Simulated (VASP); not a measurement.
Output of a VASP run:

OSZICAR:
```
       N       E                     dE             d eps       ncg     rms          rms(c)
DAV:   1     0.120639606853E+03    0.12064E+03   -0.84648E+03   560   0.130E+03
DAV:   2    -0.488001626266E+01   -0.12552E+03   -0.12384E+03   560   0.363E+02
DAV:   3    -0.128544867597E+02   -0.79745E+01   -0.77254E+01   912   0.762E+01
DAV:   4    -0.129877483702E+02   -0.13326E+00   -0.13279E+00   788   0.925E+00
DAV:   5    -0.129899995959E+02   -0.22512E-02   -0.22493E-02   802   0.124E+00    0.885E+00
DAV:   6    -0.121862246335E+02    0.80377E+00   -0.46004E+00   934   0.249E+01    0.307E+00
DAV:   7    -0.121602498724E+02    0.25975E-01   -0.11710E-01   844   0.342E+00    0.192E+00
DAV:   8    -0.121514656426E+02    0.87842E-02   -0.47380E-02   928   0.217E+00    0.274E-01
DAV:   9    -0.121519601393E+02   -0.49450E-03   -0.10706E-02   902   0.135E+00    0.216E-01
DAV:  10    -0.121515225573E+02    0.43758E-03   -0.29905E-03   900   0.661E-01    0.384E-02
DAV:  11    -0.121515585716E+02   -0.36014E-04   -0.26755E-04   930   0.146E-01    0.391E-02
DAV:  12    -0.121515245530E+02    0.34019E-04   -0.23413E-04   928   0.175E-01    0.324E-03
DAV:  13    -0.121515248422E+02   -0.28930E-06   -0.35222E-06   584   0.220E-02
   1 F= -.12151525E+02 E0= -.12151403E+02  d E =-.121515E+02
       N       E                     dE             d eps       ncg     rms          rms(c)
DAV:   1    -0.123562401208E+02   -0.20472E+00   -0.50512E+00   692   0.348E+01    0.352E+00
DAV:   2    -0.121939595616E+02    0.16228E+00   -0.17675E+00   892   0.173E+01    0.762E-01
DAV:   3    -0.121685172294E+02    0.25442E-01   -0.11135E-01   922   0.299E+00    0.417E-01
DAV:   4    -0.121640695571E+02    0.44477E-02   -0.15973E-02   740   0.956E-01    0.137E-01
DAV:   5    -0.121640777152E+02   -0.81581E-05   -0.43779E-03   938   0.774E-01    0.101E-01
DAV:   6    -0.121638807192E+02    0.19700E-03   -0.82146E-04   928   0.291E-01    0.297E-02
DAV:   7    -0.121638743161E+02    0.64031E-05   -0.44259E-05   948   0.544E-02    0.875E-03
DAV:   8    -0.121638739391E+02    0.37704E-06   -0.23779E-06   496   0.150E-02
   2 F= -.12163874E+02 E0= -.12163726E+02  d E =-.123491E-01
       N       E                     dE             d eps       ncg     rms          rms(c)
DAV:   1    -0.121785908008E+02   -0.14716E-01   -0.34972E-01   686   0.924E+00    0.893E-01
DAV:   2    -0.121670252022E+02    0.11566E-01   -0.85026E-02   856   0.388E+00    0.174E-01
DAV:   3    -0.121659901419E+02    0.10351E-02   -0.40493E-03   884   0.535E-01    0.112E-01
DAV:   4    -0.121657013769E+02    0.28876E-03   -0.79189E-04   692   0.350E-01    0.457E-02
DAV:   5    -0.121657018276E+02   -0.45064E-06   -0.40752E-05   704   0.644E-02    0.462E-03
DAV:   6    -0.121657018865E+02   -0.58936E-07   -0.26839E-06   622   0.197E-02
   3 F= -.12165702E+02 E0= -.12165560E+02  d E =-.141770E-01
```

OUTCAR:
```
------------------------ aborting loop because EDIFF is reached ----------------------------------------
  FORCE on cell =-STRESS in cart. coord.  units (eV):
  Direction    XX          YY          ZZ          XY          YZ          ZX
  --------------------------------------------------------------------------------------
  Total       -0.0020724     -0.0020724     -0.0020724      0.0000000      0.0000000      0.0000000
  in kB       -0.0481346     -0.0481346     -0.0481346      0.0000000      0.0000000      0.0000000
  external PRESSURE =      -0.0481346 kB  Pullay stress =       0.0000000 kB
  volume of cell :       68.98
      direct lattice vectors                 reciprocal lattice vectors
     4.101186032 -0.000000000 -0.000000000     0.243831904 -0.000000000  0.000000000
     0.000000000  4.101186032  0.000000000     0.000000000  0.243831904 -0.000000000
    -0.000000000  0.000000000  4.101186032     0.000000000 -0.000000000  0.243831904
 POSITION                                       TOTAL-FORCE (eV/Angst)
 -----------------------------------------------------------------------------------
      0.00000      0.00000      0.00000         0.000000     -0.000000      0.000000
      0.00000      2.05059      2.05059        -0.000000      0.000000      0.000000
      2.05059      0.00000      2.05059         0.000000     -0.000000      0.000000
      2.05059      2.05059      0.00000         0.000000      0.000000      0.000000
 -----------------------------------------------------------------------------------
    total drift:                               -0.000000     -0.000000      0.000000
  FREE ENERGIE OF THE ION-ELECTRON SYSTEM (eV)
  ---------------------------------------------------
  free  energy   TOTEN  =       -12.1657018865 eV

  energy  without entropy=      -12.1652747514  energy(sigma->0) =      -12.16555951

 reached required accuracy - stopping structural energy minimisation
```
(Selected blocks of OUTCAR.)

POSCAR:
```
Al3Sc
1
    4.0638445191    -0.0000000000     0.0000000000
    0.0000000000     4.0638445191     0.0000000000
    0.0000000000     0.0000000000     4.0638445191
Sc Al
1 3
Direct
  0.0000000000   0.0000000000   0.0000000000
  0.0000000000   0.5000000000   0.5000000000
  0.5000000000   0.0000000000   0.5000000000
  0.5000000000   0.5000000000   0.0000000000
```

Question: Write an INCAR and KPOINTS that could have produced this output.

Answer: This is not unique; one that fits is the input of the run itself, optB88-vdW, plane waves, VASP's PBE PAW potentials (set 64).

KPOINTS:
```
Automatic mesh
0
Gamma
7 7 7
0 0 0
```

INCAR:
```
# general
SYSTEM    =  Al3Sc
PREC      =  Accurate
ENCUT     =  520
LREAL     =  .FALSE.
LASPH     =  .TRUE.

# electronic loop
EDIFF     =  1E-6
NELM      =  100
ALGO      =  Normal
LMAXMIX   =  4

# smearing
ISMEAR    =  1
SIGMA     =  0.1

# functional
GGA       =  BO
LUSE_VDW  =  .TRUE.
AGGAC     =  0.0
PARAM1    =  0.1833333333
PARAM2    =  0.22

# ions
IBRION    =  2
NSW       =  60
ISIF      =  3
EDIFFG    =  -0.02

# output
LWAVE     =  .FALSE.
LCHARG    =  .FALSE.
```

POTCAR, in this order: Sc_sv Al (PBE.64 set). Program: vasp_std.

Energy and stress use the plane-wave basis of the starting cell.

The compound is Al3Sc in the L1_2 structure. This run relaxes it. Symmetry was kept, so distortions that lower it aren't found.
